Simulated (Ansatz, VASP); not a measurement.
## Cross-check of Te2Mo between VASP and Ansatz

One calculation is typed for both programs; each brings its own data sets. How far apart do they land? Of the first pair: The structure shown is the start of the Ansatz relaxation below; VASP solves that cell, so the two are compared at the walk's first step.

Program: Ansatz 0.2.0. Level of theory: plane waves, with VASP 6.6.1 beside it; single point at PBE with D3(BJ). Results are calculated unless marked as measured.

### 1. The structure

It takes space group P6_3/mmc (No. 194, hexagonal). Conventional cell: a = 3.456 Å, b = 3.456 Å, c = 13.461 Å, α = 90.00°, β = 90.00°, γ = 120.00°. Nearest to Mo lie 6 Te at 2.69 Å. Nearest to Te lie 3 Mo at 2.69 Å. Farther neighbours and most contacts between anions are not listed.

### 2. Ansatz: relaxation, PBE with D3(BJ)

Ansatz runs on its PAW soft_1 files.

The two programs are compared at the cell with which this relaxation starts, whose forces are those of its first step.

input.yaml reads:

```yaml
crystal:
  lattice:
    - [3.4564528829, 0.0, 0.0]
    - [-1.7282264414, 2.9933760036, 0.0]
    - [0.0, 0.0, 13.4607552036]
  atoms:
    - { symbol: Mo, position: [0.3333333333, 0.6666666667, 0.25] }
    - { symbol: Mo, position: [0.6666666667, 0.3333333333, 0.75] }
    - { symbol: Te, position: [0.3333333333, 0.6666666667, 0.6157756048] }
    - { symbol: Te, position: [0.6666666667, 0.3333333333, 0.1157756048] }
    - { symbol: Te, position: [0.3333333333, 0.6666666667, 0.8842243952] }
    - { symbol: Te, position: [0.6666666667, 0.3333333333, 0.3842243952] }
kpoints:
  mp_grid: { grid: [9, 9, 2] }
hamiltonian:
  xc: pbe
  dispersion: d3bj
  pseudopotentials: { kind: paw, azcp: { folder: soft_1 } }
scf:
  occupations: { method: gaussian, width: 0.02 }
output:
  forces: true
  stress: true
  eigenvalues: true
relax:
  adjacent_minimum: "off"
  f_tol: 0.001
  max_steps: 60
  cell: { stress_tol: 0.01, fix: [volume] }
```

On the command line:

```sh
> ansatz run input.yaml --threads 4 --pin off --max-ram 16384MiB --backend cpu --events-out ev --progress --plain --runs-dir out
```

Numbers of over 12 decimals in the logs are rounded to 6 here.

What it wrote:

```text
Engine: ansatz 0.2.0, aarch64-unknown-linux-gnu
Pseudopotentials: kind: paw
Pseudopotential: Mo, paw, valence charge 14, recommended cutoff 420 eV (normal), soft_1/Mo.paw.azcp
Pseudopotential: Te, paw, valence charge 16, recommended cutoff 420 eV (normal), soft_1/Te.paw.azcp
Functional definition: PBE
  parameter kappa = 0.804
  parameter beta = 0.066725
  exchange = pbe_x(kappa = kappa, mu = beta*pi^2/3)
  correlation = pbe_c(beta = beta)
Crystal: 6 atoms, lattice volume = 139.271 Å³
Basis set: ecut = 420 eV, 2739 PW (Γ), exchange–correlation on 48×48×180 points (8 copies of the dense FFT grid, shifted against one another)
Bands: 56, of which v1, the nominal top of the filled ones, is band 46 counted from 1 (45 counted from 0)
Symmetry: 24 space group operations
Space group: P63/mmc (ITA 194), of the structure as read, at distance tolerance 5.2e-5 Å
k-points: 24 of 162
Non-local potential: Mo, projectors of the file, l = 0: 3, l = 1: 2, l = 2: 2, l = 3: 1
Non-local potential: Te, projectors of the file, l = 0: 2, l = 1: 2, l = 2: 2, l = 3: 1
PAW form: soft (Blöchl's): semilocal exchange-correlation on the pseudo side does not see the compensation charge
PAW one-centre angular grid: Mo, 590 points (default); XC on 64 Gauss nodes
PAW one-centre angular grid: Te, 590 points (default); XC on 64 Gauss nodes
Initial density: superposition of atomic densities (chi_scale 0.1, normalization cell, long waves kept (reshape's long-wave potential 0.01 eV rms))
Initial wavefunctions: pseudopotential atomic-orbital guess
Functional: x = pbe(κ = 0.804, μ = 0.219515), c = pbe(β = 0.066725)
SCF iter   1: F=—  HF=-37838.361501 eV  |F-HF|=—  |Δ(HF+E_count)|=         —  Δρ=5.40e-2  dr2=5.51e0  ethr=3.10e-3  ⟨swp⟩=7.5  Hψ=5351  notcnv=0
preconditioner: auto → Resta (q_TF=auto, 2.546 Å⁻¹)  ε∞=6.5  [insulator: Δε(μ)=0.566 eV  Ē_g=8.041 eV  σ=0.020 eV  W_gap=1.00  n_scr=52 (ndim 8)  ℏωp=18.9 eV  f_vac=0.000  D(μ)=0.00/eV (n_scr^D=0)  ε∞_Penn≈6.5]
SCF iter   2: F=—  HF=-37837.377230 eV  |F-HF|=—  |Δ(HF+E_count)|=   9.84e-1  Δρ=2.91e-2  dr2=1.51e0  ethr=3.10e-3  ⟨swp⟩=2.0  Hψ=1906  notcnv=0  defer=66
SCF iter   3: F=—  HF=-37837.041939 eV  |F-HF|=—  |Δ(HF+E_count)|=   3.35e-1  Δρ=4.14e-3  dr2=2.23e-2  ethr=1.64e-3  ⟨swp⟩=2.4  Hψ=1886  notcnv=0  defer=66
SCF iter   4: F=—  HF=-37837.043061 eV  |F-HF|=—  |Δ(HF+E_count)|=   1.12e-3  Δρ=1.20e-3  dr2=3.13e-3  ethr=2.42e-5  ⟨swp⟩=2.1  Hψ=2166  notcnv=0  defer=66
SCF iter   5: F=—  HF=-37837.043019 eV  |F-HF|=—  |Δ(HF+E_count)|=   4.17e-5  Δρ=3.56e-4  dr2=3.00e-4  ethr=3.40e-6  ⟨swp⟩=2.0  Hψ=1960  notcnv=0  defer=66
SCF iter   6: F=—  HF=-37837.043072 eV  |F-HF|=—  |Δ(HF+E_count)|=   5.36e-5  Δρ=1.34e-4  dr2=4.16e-5  ethr=3.26e-7  ⟨swp⟩=2.0  Hψ=1566  notcnv=0  defer=66
SCF iter   7: F=—  HF=-37837.043037 eV  |F-HF|=—  |Δ(HF+E_count)|=   3.52e-5  Δρ=2.21e-5  dr2=7.96e-7  ethr=4.53e-8  ⟨swp⟩=2.0  Hψ=1645  notcnv=0  defer=66
SCF iter   8: F=-37837.043038 eV  HF=-37837.043038 eV  |F-HF|=2.44e-8  |Δ(HF+E_count)|=   8.30e-7  Δρ=6.00e-6  dr2=5.16e-8  ethr=1.09e-10  ⟨swp⟩=12.7  Hψ=6507  notcnv=0
SCF 1 converged in 8 iterations: F = -37837.043038 eV  dr2 = 5.16e-8
  greatest PAW one-centre occupation: 0.999 electrons in one spin orbital (limit 2), on the Mo atom at site 1 (counted from 0), in its partial waves of l = 0
relax step   1: F+E_penalty+E_count = -37837.04303819 eV  Δ(F+E_penalty+E_count) = +0.000e0 eV  max|allowed force component| = 2.854e-1 eV/Å  Δτ_max = 0.0000 Å  P = +3.396 GPa  Ω = 139.271 Å³  fix = [volume]  reactions: volume +3.396 GPa  (8 SCF iters, dr2 threshold 1.00e-7 eV, accepted)
[...]
relax step   6: F+E_penalty+E_count = -37837.05387996 eV  Δ(F+E_penalty+E_count) = -5.958e-7 eV  max|allowed force component| = 2.806e-5 eV/Å  Δτ_max = 0.0001 Å  P = +2.193 GPa  Ω = 139.271 Å³  energy of the carried Pulay correction = +1.052e-17 eV  fix = [volume]  reactions: volume +2.193 GPa  (8 SCF iters, dr2 threshold 2.75e-10 eV, accepted)
[...]
relax step   7: F+E_penalty+E_count = -37837.05386287 eV  Δ(F+E_penalty+E_count) = +1.709e-5 eV  max|allowed force component| = 3.452e-5 eV/Å  Δτ_max = 0.0000 Å  P = +2.192 GPa  Ω = 139.271 Å³  fix = [volume]  reactions: volume +2.192 GPa  stress off target by 1.89e-3 GPa on what of the cell is left free  SCF on the basis re-selected at this cell (its energy is not comparable with the rows above)  (9 SCF iters)
basis re-selected at this cell: Δ(F+E_penalty+E_count) = +1.709e-5 eV, ΔP = -0.001 GPa vs the last step (what re-selecting the basis moved, of the pressure what is left beyond the Pulay correction that the steps carried, after the strain that the cell walked since its last selection, with what the two solves' SCF thresholds leave and, on support functions, any second-order correction that the steps lacked; it is no m [...]
SCF converged after 9 iterations
Free energy (F): -37837.053863 eV
Harris-Foulkes:  -37837.053863 eV  (|F-HF|=1.46e-11)
Internal energy: -37837.053863 eV  (E = F + TS)
E sigma→0 (E₀):  -37837.053863 eV
Fermi energy:    14.186201 eV
--- Per-component energies (eV) ---
  E_band       = -1029.574724
  E_kinetic    = 1541.292608
  E_local      = -7964.207887  (includes V_loc(G=0)·N_el)
  E_nonlocal   = 565.528147
  E_hartree    = 3793.809460
  E_xc         = -844.892991
  E_vxc        = -850.925299  (∫ρ·V_xc dr)
  E_paw        = -25112.452510  (= ΣΔE_a)
  E_vpaw       = -1908.881685  (= ΣTr[D̂ρ^β])
  E_aug_tail   = 0.000472  (compensation charges beyond the density's cutoff)
  E_ewald      = -9812.668006
  E_disp       = -3.463156  (pairwise vdW)
  E_smearing   = -0.000000  (= −TS)
  E_closure    = 0.000000  (closes the sum)
  Σ components = -37837.053863   (vs F -37837.053863, Δ=0.00e0)
--- Forces (eV/Å), atoms counted from 1 ---
  atom   1  Mo     0.00000000     0.00000000    -0.00000000
  atom   2  Mo    -0.00000000    -0.00000000     0.00000000
  atom   3  Te    -0.00000000     0.00000000    -0.00003452
  atom   4  Te    -0.00000000    -0.00000000    -0.00003452
  atom   5  Te     0.00000000     0.00000000     0.00003452
  atom   6  Te     0.00000000    -0.00000000     0.00003452
  max |Σ_I F_I| component: 1.16e-17 eV/Å
--- Stress (GPa, compression-positive) ---
        2.191264      -0.000000       0.000000
       -0.000000       2.191264      -0.000000
        0.000000      -0.000000       2.194094
  P = ⅓ Tr σ = 2.1922 GPa (21.922 kbar)
--- Band table (eV; the first three rows and the last of 24) ---
  k-point 0: bands = [... 42 lower, 12.8554, 12.8554, 13.8520, 13.8852, 16.7547, 16.7547, 16.9243, 16.9243, ... 6 higher]
  k-point 1: bands = [... 42 lower, 12.8239, 12.8239, 13.8786, 13.8786, 16.7941, 16.7941, 16.7941, 16.7941, ... 6 higher]
  k-point 2: bands = [... 42 lower, 12.6336, 12.7724, 13.6422, 13.9270, 16.2187, 16.2586, 16.3680, 16.4513, ... 6 higher]
  k-point 23: bands = [... 42 lower, 11.6462, 11.6462, 13.5130, 13.5130, 14.9098, 14.9098, 15.2818, 15.2818, ... 6 higher]
--- Relaxed structure (6 steps of the walk, 5 accepted, 1 SCFs on fresh bases) ---
  F+E_penalty+E_count = -37837.05386287 eV   max|allowed force component| = 3.452e-5 eV/Å   (the final SCF, on the basis selected at the relaxed cell)
  cell:  # Å, volume = 139.2712 Å³
    - [3.461905, -2.8913045836325702e-11, 0.0]
    - [-1.730952, 2.998097, 0.0]
    - [0.0, 0.0, 13.418392]
  atoms:
    - { symbol: Mo, position: [0.333333, 0.666667, 0.25] }
    - { symbol: Mo, position: [0.666667, 0.333333, 0.750000] }
    - { symbol: Te, position: [0.333333, 0.666667, 0.614241] }
    - { symbol: Te, position: [0.666667, 0.333333, 0.114241] }
    - { symbol: Te, position: [0.333333, 0.666667, 0.885759] }
    - { symbol: Te, position: [0.666667, 0.333333, 0.385759] }
```

In the SCF lines HF is the Harris–Foulkes energy and dr2 the Hartree energy of the density residual, in eV; the loop may stop once dr2 is under the threshold and the program's other checks hold. Hψ counts applications of the Hamiltonian.

### 3. VASP: single point, PBE with D3(BJ), start cell, pair 1

The same cell, functional, mesh and smearing now go to VASP, with its own data sets.

Lines of VASP's logs that name or quote its potential files are left out, and so is its time.

INCAR reads:

```
SYSTEM = Te2Mo
PREC = Accurate
ENCUT = 400
EDIFF = 1E-06
NELM = 120
ISMEAR = 0
SIGMA = 0.02
LREAL = .FALSE.
ALGO = Normal
GGA = PE
IVDW = 12
NBANDS = 32
LASPH = .TRUE.
LORBIT = 11
LWAVE = .FALSE.
LCHARG = .FALSE.
ISIF = 2
GGA_COMPAT = .FALSE.
EFERMI = MIDGAP
KPAR = 2
```

POSCAR reads:

```
Te2Mo
1.0
    3.4564530000      0.0000000000      0.0000000000
   -1.7282260000      2.9933760000      0.0000000000
    0.0000000000      0.0000000000     13.4607550000
Mo Te
2 4
Direct
    0.3333331405      0.6666665703      0.2500000000
    0.6666664739      0.3333332369      0.7500000000
    0.3333331405      0.6666665703      0.6157756010
    0.6666664739      0.3333332369      0.1157756010
    0.3333331405      0.6666665703      0.8842243990
    0.6666664739      0.3333332369      0.3842243990
```

KPOINTS reads:

```
Automatic mesh
0
Gamma
9 9 2
0 0 0
```

PAW data sets: Mo_sv and Te (PBE family, release 64).

On the command line:

```sh
> mpirun -np 2 vasp_std
```

What it wrote:

```text
[banner, memory and clock lines left out]
running    2 mpi-ranks, on    1 nodes
 distrk:  each k-point on    1 cores,    2 groups
 distr:  one band on    1 cores,    1 groups

 POSCAR found type information on POSCAR MoTe
 POSCAR found :  2 types and       6 ions
 LDA part: xc-table for (Slater+PW92), standard interpolation
 POSCAR, INCAR and KPOINTS ok, starting setup
 FFT: planning ... GRIDC
 FFT: planning ... GRID_SOFT
 FFT: planning ... GRID
 WAVECAR not read
 entering main loop
       N       E                     dE             d eps       ncg     rms          rms(c)
DAV:   1     0.340339728457E+03    0.34034E+03   -0.24487E+04  1880   0.120E+03
DAV:   2    -0.190892159454E+02   -0.35943E+03   -0.35062E+03  1936   0.314E+02
DAV:   3    -0.365072424968E+02   -0.17418E+02   -0.17227E+02  1904   0.597E+01
DAV:   4    -0.368989955974E+02   -0.39175E+00   -0.39028E+00  1896   0.900E+00
DAV:   5    -0.369104222713E+02   -0.11427E-01   -0.11420E-01  1976   0.150E+00    0.234E+01
DAV:   6    -0.361016961721E+02    0.80873E+00   -0.61660E+00  1800   0.130E+01    0.925E+00
DAV:   7    -0.360999112483E+02    0.17849E-02   -0.60250E+00  1672   0.101E+01    0.606E+00
DAV:   8    -0.357159046356E+02    0.38401E+00   -0.15439E+00  1792   0.581E+00    0.325E+00
DAV:   9    -0.357226030488E+02   -0.66984E-02   -0.18956E-01  2008   0.197E+00    0.142E+00
DAV:  10    -0.357161977194E+02    0.64053E-02   -0.43570E-02  1816   0.111E+00    0.423E-01
DAV:  11    -0.357164158567E+02   -0.21814E-03   -0.23142E-03  1896   0.237E-01    0.296E-01
DAV:  12    -0.357163449044E+02    0.70952E-04   -0.40578E-04  1872   0.818E-02    0.192E-01
DAV:  13    -0.357162972097E+02    0.47695E-04   -0.15595E-04  1864   0.668E-02    0.908E-02
DAV:  14    -0.357162993804E+02   -0.21707E-05   -0.99845E-06  1712   0.134E-02    0.631E-02
DAV:  15    -0.357162979123E+02    0.14681E-05   -0.12813E-06  1152   0.611E-03    0.371E-02
DAV:  16    -0.357162963488E+02    0.15635E-05   -0.34693E-06  1368   0.854E-03    0.144E-02
DAV:  17    -0.357162961173E+02    0.23148E-06   -0.38112E-07   960   0.308E-03
   1 F= -.39178807E+02 E0= -.39178807E+02  d E =-.526567E-86
```

Parts of OUTCAR (step 3):

```text
ion  position               nearest neighbor table
   1  0.333  0.667  0.250-   4 2.69   6 2.69   4 2.69   6 2.69   4 2.69   6 2.69
   2  0.667  0.333  0.750-   3 2.69   5 2.69   3 2.69   5 2.69   3 2.69   5 2.69
   3  0.333  0.667  0.616-   2 2.69   2 2.69   2 2.69   5 3.61
   4  0.667  0.333  0.116-   1 2.69   1 2.69   1 2.69   6 3.61
   5  0.333  0.667  0.884-   2 2.69   2 2.69   2 2.69   3 3.61
   6  0.667  0.333  0.384-   1 2.69   1 2.69   1 2.69   4 3.61

  LATTYP: Found a hexagonal cell.
 ALAT       =     3.4564530000
 C/A-ratio  =     3.8943839248

 Subroutine GETGRP returns: Found 24 space group operations
 (whereof 12 operations were pure point group operations)

The static configuration has the point symmetry D_3d.
 The point group associated with its full space group is D_6h.

 Found     24 irreducible k-points:

   k-points           NKPTS =     24   k-points in BZ     NKDIM =     24   number of bands    NBANDS=     32

   dimension x,y,z NGX =    24 NGY =   24 NGZ =   90
   dimension x,y,z NGXF=    48 NGYF=   48 NGZF=  180

   ENCUT  =  400.0 eV  29.40 Ry    5.42 a.u.   5.64  5.64 21.95*2*pi/ulx,y,z

   NELECT =      52.0000    total number of electrons

 k-points in reciprocal lattice and weights: Automatic mesh
   0.00000000  0.00000000  0.00000000       0.006
   0.11111111  0.00000000  0.00000000       0.037
   0.22222222  0.00000000  0.00000000       0.037
   0.33333333 -0.00000000  0.00000000       0.037
   0.44444444  0.00000000  0.00000000       0.037
   0.11111111  0.11111111  0.00000000       0.037
   0.22222222  0.11111111  0.00000000       0.074
   0.33333333  0.11111111  0.00000000       0.074
   0.44444444  0.11111111  0.00000000       0.037
[...]
0.33333333  0.22222222  0.50000000       0.074
   0.33333333  0.33333333  0.50000000       0.012

 average (electrostatic) potential at core
       1 -72.3556       2 -72.3556       3 -85.2290       4 -85.2290       5 -85.2290
       6 -85.2290

 E-fermi :   9.5554

 k-point     1 :       0.0000    0.0000    0.0000
  band No.  band energies     occupation
    ...
     22       8.1146      2.00000
     23       8.1709      2.00000
     24       8.1709      2.00000
     25       9.1559      2.00000
     26       9.2436      2.00000
     27      12.1743      0.00000
     28      12.1744      0.00000
     29      12.3765      0.00000
     30      12.3765      0.00000
     31      12.3896      0.00000
    ...

 k-point     2 :       0.1111    0.0000    0.0000
  band No.  band energies     occupation
    ...
     22       7.9464      2.00000
     23       7.9507      2.00000
     24       8.0998      2.00000
     25       9.0115      2.00000
     26       9.2786      2.00000
     27      11.6461      0.00000
     28      11.6512      0.00000
     29      11.7588      0.00000
     30      11.8533      0.00000
     31      11.9395      0.00000
    ...

 k-point     3 :       0.2222    0.0000    0.0000
  band No.  band energies     occupation
    ...
     22       7.8372      2.00000
     23       7.9375      2.00000
     24       7.9728      2.00000
     25       8.3112      2.00000
     26       8.5596      2.00000
     27      10.5467      0.00000
     28      11.0671      0.00000
     29      11.1847      0.00000
     30      11.1893      0.00000
     31      11.7070      0.00000
    ...

 Edisp (eV)   -3.46251

  Total       2.55692     2.55692     3.19933     0.00000     0.00000    -0.00000
  in kB      29.41481    29.41480    36.80507     0.00000     0.00000    -0.00000
  external pressure =       31.88 kB  Pullay stress =        0.00 kB

  energy-cutoff  :      400.00
  volume of cell :      139.27
      direct lattice vectors                 reciprocal lattice vectors
     3.456453000  0.000000000  0.000000000     0.289313930  0.167035433  0.000000000
    -1.728226000  2.993376000  0.000000000     0.000000000  0.334070962  0.000000000
     0.000000000  0.000000000 13.460755000     0.000000000  0.000000000  0.074290038

 POSITION                                       TOTAL-FORCE (eV/Angst)
 -----------------------------------------------------------------------------------
     -0.00000      1.99558      3.36519        -0.000000      0.000000      0.000000
      1.72823      0.99779     10.09557         0.000000     -0.000000      0.000000
     -0.00000      1.99558      8.28880         0.000000      0.000000     -0.303581
      1.72823      0.99779      1.55843        -0.000000     -0.000000     -0.303581
     -0.00000      1.99558     11.90233        -0.000000      0.000000      0.303581
      1.72823      0.99779      5.17195        -0.000000      0.000000      0.303581
 -----------------------------------------------------------------------------------
    total drift:                                0.002440      0.001409     -0.000003

  FREE ENERGIE OF THE ION-ELECTRON SYSTEM (eV)
  ---------------------------------------------------
  free  energy   TOTEN  =       -39.1788070125 eV

  energy  without entropy=      -39.1788070125  energy(sigma->0) =      -39.17880701

 total charge
# of ion       s       p       d       tot
------------------------------------------
    1        2.261   6.158   4.037  12.456
    2        2.261   6.158   4.037  12.456
    3        1.388   1.991   0.073   3.452
    4        1.388   1.991   0.073   3.452
    5        1.388   1.991   0.073   3.452
    6        1.388   1.991   0.073   3.452
--------------------------------------------------
tot         10.075  20.279   8.364  38.718

[... 3 further parts left out ...]
```

This run has no spin polarisation, so a moment on Mo, if there is one, isn't seen.

### 4. Differences

Known differences besides the potentials themselves: the data sets hold 92 valence electrons in Ansatz (on its PAW soft_1 files) and 52 in VASP; the cutoff is 420 eV in Ansatz and 400 eV in VASP. Total energies have different zeros and are not compared.

Forces (eV/Å; atoms numbered as in POSCAR):

```
atom        Ansatz x, y, z          VASP x, y, z
 Mo1   0.000, 0.000, 0.000   0.000, 0.000, 0.000
 Mo2   0.000, 0.000, 0.000   0.000, 0.000, 0.000
 Te3  0.000, 0.000, -0.285  0.000, 0.000, -0.304
 Te4  0.000, 0.000, -0.285  0.000, 0.000, -0.304
 Te5   0.000, 0.000, 0.285   0.000, 0.000, 0.304
 Te6   0.000, 0.000, 0.285   0.000, 0.000, 0.304
```

The forces differ by 8.6 meV/Å r.m.s., which is 6.0 % of the r.m.s. force of 0.143 eV/Å (both taken over all components).

### 5. Ansatz: relaxation, PBE with D3(BJ)

This run makes the geometry at which the two programs are then compared.

The structure compared here is the end of the Ansatz relaxation.

input.yaml is that of step 2.

On the command line:

```sh
> ansatz run input.yaml --threads 4 --pin off --max-ram 16384MiB --backend cpu --events-out ev --progress --plain --runs-dir out
```

What it wrote:

```text
[...]
Crystal: 6 atoms, lattice volume = 139.271 Å³
Basis set: ecut = 420 eV, 2739 PW (Γ), exchange–correlation on 48×48×180 points (8 copies of the dense FFT grid, shifted against one another)
Bands: 56, of which v1, the nominal top of the filled ones, is band 46 counted from 1 (45 counted from 0)
Symmetry: 24 space group operations
[...]
k-points: 24 of 162
[...]
- [3.461905, -2.8913045836325702e-11, 0.0]
    - [-1.730952, 2.998097, 0.0]
    - [0.0, 0.0, 13.418392]
  atoms:
    - { symbol: Mo, position: [0.333333, 0.666667, 0.25] }
    - { symbol: Mo, position: [0.666667, 0.333333, 0.750000] }
    - { symbol: Te, position: [0.333333, 0.666667, 0.614241] }
    - { symbol: Te, position: [0.666667, 0.333333, 0.114241] }
    - { symbol: Te, position: [0.333333, 0.666667, 0.885759] }
    - { symbol: Te, position: [0.666667, 0.333333, 0.385759] }
[key lines of the parts left out:]
SCF converged after 9 iterations
Free energy (F): -37837.053863 eV
Fermi energy:    14.186201 eV
P = ⅓ Tr σ = 2.1922 GPa (21.922 kbar)
```

[end of part 1 of 2]

[Lines on the potential files, build, host, timing and source positions are cut from VASP's logs without a mark.]

[Logs are printed without paths, hosts, clocks, repeated set-up lines and the standing remarks that a program may print on its own settings, such as how far it seeks lower states.]

[Hosts, paths, dates, database ids (printed as entryN), source tags and the programs' standing remarks are cut or masked in the printed files.]
